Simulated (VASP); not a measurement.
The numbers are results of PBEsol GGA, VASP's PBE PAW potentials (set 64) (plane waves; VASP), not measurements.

VASP input:

POSCAR:
```
Au
1
    2.8735067046     0.0000000051    -0.0000000000
   -1.4367538434     2.4885304691    -0.0000000000
   -0.0000000000     0.0000000000     9.4939497092
Au
4
Direct
  0.0000000000   0.0000000000   0.0000000000
  0.0000000000   0.0000000000   0.5000000000
  0.3333330000   0.6666670000   0.2500000000
  0.6666670000   0.3333330000   0.7500000000
```

**KPOINTS**
```
Regular mesh
0
Gamma
 14 14 4
0 0 0
```

### INCAR
```
ALGO = Normal
EDIFF = 1E-7
ENCUT = 400
GGA = PS
ISIF = 2
ISMEAR = -5
LASPH = .TRUE.
LCHARG = .TRUE.
LEFG = .TRUE.
LMAXMIX = 6
LORBIT = 11
LREAL = .FALSE.
LWAVE = .FALSE.
NEDOS = 601
NELM = 100
PREC = Accurate
SYSTEM = Au
```

POTCAR, in this order: Au (PBE.64 set). Program: vasp_std.

The resulting files:

File OUTCAR:
```
 ion  position               nearest neighbor table
   1  0.000  0.000  0.000-   3 2.90   4 2.90   4 2.90   3 2.90   4 2.90   3 2.90
   2  0.000  0.000  0.500-   3 2.90   4 2.90   4 2.90   3 2.90   4 2.90   3 2.90
   3  0.333  0.667  0.250-   1 2.90   2 2.90   1 2.90   2 2.90   1 2.90   2 2.90
   4  0.667  0.333  0.750-   1 2.90   2 2.90   1 2.90   2 2.90   1 2.90   2 2.90
  LATTYP: Found a hexagonal cell.
 ALAT       =     2.8735067046
 C/A-ratio  =     3.3039594771
 Subroutine PRICEL returns:
 Original cell was already a primitive cell.
 Subroutine GETGRP returns: Found 24 space group operations
The static configuration has the point symmetry D_3d.
 The point group associated with its full space group is D_6h.
The dynamic configuration has the point symmetry D_3d.
 Subroutine INISYM returns: Found 24 space group operations
 Subroutine IBZKPT returns following result:
 Found     72 irreducible k-points:

 Following reciprocal coordinates:
            Coordinates               Weight
  0.000000  0.000000  0.000000      1.000000
  0.071429 -0.000000  0.000000      6.000000
  0.142857 -0.000000  0.000000      6.000000
  0.214286 -0.000000  0.000000      6.000000
  0.285714 -0.000000  0.000000      6.000000
  0.357143 -0.000000  0.000000      6.000000
  0.428571 -0.000000  0.000000      6.000000
  0.500000 -0.000000  0.000000      3.000000
  0.071429  0.071429  0.000000      6.000000
  0.142857  0.071429  0.000000     12.000000
  0.214286  0.071429  0.000000     12.000000
  0.285714  0.071429  0.000000     12.000000
  0.357143  0.071429  0.000000     12.000000
  0.428571  0.071429  0.000000     12.000000
  0.142857  0.142857  0.000000      6.000000
  0.214286  0.142857  0.000000     12.000000
  0.285714  0.142857  0.000000     12.000000
  0.357143  0.142857  0.000000     12.000000
  0.428571  0.142857  0.000000      6.000000
  0.214286  0.214286  0.000000      6.000000
...
```

File OSZICAR:
```
       N       E                     dE             d eps       ncg     rms          rms(c)
DAV:   1     0.245942817509E+03    0.24594E+03   -0.19805E+04  3800   0.132E+03
DAV:   2    -0.108814866076E+02   -0.25682E+03   -0.24786E+03  4300   0.310E+02
DAV:   3    -0.169918112590E+02   -0.61103E+01   -0.60485E+01  4102   0.473E+01
DAV:   4    -0.170425401012E+02   -0.50729E-01   -0.50640E-01  4038   0.437E+00
DAV:   5    -0.170430464442E+02   -0.50634E-03   -0.50698E-03  4034   0.449E-01    0.194E+01
DAV:   6    -0.157840139809E+02    0.12590E+01   -0.33425E+00  3824   0.137E+01    0.120E+01
DAV:   7    -0.156976106853E+02    0.86403E-01   -0.48484E-01  3988   0.495E+00    0.403E+00
DAV:   8    -0.156820729164E+02    0.15538E-01   -0.60747E-02  3820   0.186E+00    0.659E-01
DAV:   9    -0.156820241869E+02    0.48730E-04   -0.25227E-04  3938   0.124E-01    0.476E-02
DAV:  10    -0.156820426849E+02   -0.18498E-04   -0.75651E-06  4038   0.247E-02    0.198E-02
DAV:  11    -0.156820465938E+02   -0.39089E-05   -0.16202E-06  3930   0.114E-02    0.150E-03
DAV:  12    -0.156820460506E+02    0.54315E-06   -0.14047E-07  2064   0.291E-03    0.862E-04
DAV:  13    -0.156820459088E+02    0.14183E-06   -0.15410E-08  1974   0.827E-04    0.317E-04
DAV:  14    -0.156820459102E+02   -0.14243E-08   -0.22321E-09  1958   0.394E-04
   1 F= -.15682046E+02 E0= -.15682046E+02  d E =0.000000E+00
```

### OUTCAR
```
------------------------ aborting loop because EDIFF is reached ----------------------------------------
  FORCE on cell =-STRESS in cart. coord.  units (eV):
  Direction    XX          YY          ZZ          XY          YZ          ZX
  --------------------------------------------------------------------------------------
  Total        0.0701021      0.0701022      0.0545718     -0.0000000     -0.0000000     -0.0000000
  in kB        1.6543971      1.6543980      1.2878846     -0.0000003     -0.0000000     -0.0000000
  external PRESSURE =       1.5322266 kB  Pullay stress =       0.0000000 kB
  volume of cell :       67.89
      direct lattice vectors                 reciprocal lattice vectors
     2.873506705  0.000000005  0.000000000     0.348006844  0.200921860  0.000000000
    -1.436753843  2.488530469  0.000000000    -0.000000001  0.401843583  0.000000000
     0.000000000  0.000000000  9.493949709     0.000000000  0.000000000  0.105330240
 POSITION                                       TOTAL-FORCE (eV/Angst)
 -----------------------------------------------------------------------------------
      0.00000      0.00000      0.00000         0.000000      0.000000      0.000000
      0.00000      0.00000      4.74697         0.000000      0.000000      0.000000
     -0.00000      1.65902      2.37349         0.000000     -0.000000      0.000000
      1.43675      0.82951      7.12046        -0.000000      0.000000     -0.000000
 -----------------------------------------------------------------------------------
    total drift:                                0.000000     -0.000000      0.000000
  FREE ENERGIE OF THE ION-ELECTRON SYSTEM (eV)
  ---------------------------------------------------
  free  energy   TOTEN  =       -15.6820459102 eV

  energy  without entropy=      -15.6820459102  energy(sigma->0) =      -15.68204591

 total charge

# of ion       s       p       d       tot
------------------------------------------
    1        0.537   0.361   8.749   9.647
    2        0.537   0.361   8.749   9.647
    3        0.536   0.363   8.749   9.648
    4        0.536   0.363   8.749   9.648
--------------------------------------------------
tot          2.146   1.450  34.996  38.591

 Electric field gradients after diagonalization (V/A^2)
 (convention: |V_zz| > |V_xx| > |V_yy|)
----------------------------------------------------------------------
 ion       V_xx      V_yy      V_zz     asymmetry (V_yy - V_xx)/ V_zz
----------------------------------------------------------------------
   1      -4.356    -4.352     8.708       0.000
   2      -4.356    -4.352     8.708       0.000
   3      -7.585    -7.580    15.165       0.000
   4      -7.585    -7.580    15.165       0.000
```
(Selected blocks of OUTCAR.)

For a metal the tetrahedron method with Blöchl corrections gives inexact stress and forces.

The structure was generated: Au was put into the dhcp type (P6_3/mmc), which need not be its known phase. It was relaxed first.
